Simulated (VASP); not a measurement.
Data:

```xyz
4
Lattice="2.3263 -4.0293 0.0000 2.3263 4.0293 0.0000 0.0000 0.0000 7.6075" Properties=species:S:1:pos:R:3 pbc="T T T"
Ag     2.3263    -1.3431     3.8045
Ag     2.3263     1.3431     0.0007
I      2.3263    -1.3431     6.6558
I      2.3263     1.3431     2.8521
```

All values below come from optB88-vdW, VASP's PBE PAW potentials (set 64) (plane waves; VASP). Numerical set-up: 520 eV cut-off, 6×6×4 Γ-centred mesh, tetrahedra with Blöchl corrections, potentials Ag I.

Unless said otherwise, spin-orbit coupling is left out, though it shifts the bands of the heavy elements here.

**Question.** What does the run give for the energy per atom (σ→0), band gap (on the k-mesh) with the smallest direct gap where there is one?

**Answer.** 
- band gap (on the k-mesh): 1.24 eV
- smallest direct gap (on the k-mesh): 1.24 eV
- energy per atom (σ→0): 0.179 eV/atom

The absolute energy has meaning only against runs of the same code, potentials and settings.

The compound is AgI in the wurtzite structure. It was relaxed first.
